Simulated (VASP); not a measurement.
Given:

```
CELL_PARAMETERS angstrom
     -1.64206     1.63416     3.98429
      1.64206    -1.63416     3.98429
      1.64206     1.63416    -3.98429
ATOMIC_POSITIONS crystal
  Si 0.66500 0.66500 0.00000
  Si 0.33500 0.33500 0.00000
  Mo 0.00000 0.00894 0.00894
```

The numbers are results of PBE GGA, VASP's PBE PAW potentials (set 64) (plane waves; VASP), not measurements. Settings: 400 eV cut-off, 10×10×10 Monkhorst-Pack mesh, first-order Methfessel-Paxton smearing of 0.10 eV, potentials Si Mo_sv.

### Question
Which forces act on the atoms, in eV/Å?

### Answer

| atom | Fx | Fy | Fz |
|---|---|---|---|
| Si1 | 0.107 | 0.000 | -0.129 |
| Si2 | 0.107 | 0.000 | 0.129 |
| Mo3 | -0.214 | 0.000 | 0.000 |

### Question
Give the stress tensor in GPa (positive for a compressed cell).

### Answer

```
-9.98   0.00   0.00
 0.00  -8.72   0.00
 0.00   0.00  -8.69
```
The pressure is its mean diagonal, -9.13 GPa.

The compound is MoSi2 in the MoSi2 type structure. The cell was not relaxed at this level. The run is one of a series of settings (KPOINTS 10×10×10 Monkhorst-Pack mesh against the base run), some of them coarse on purpose.
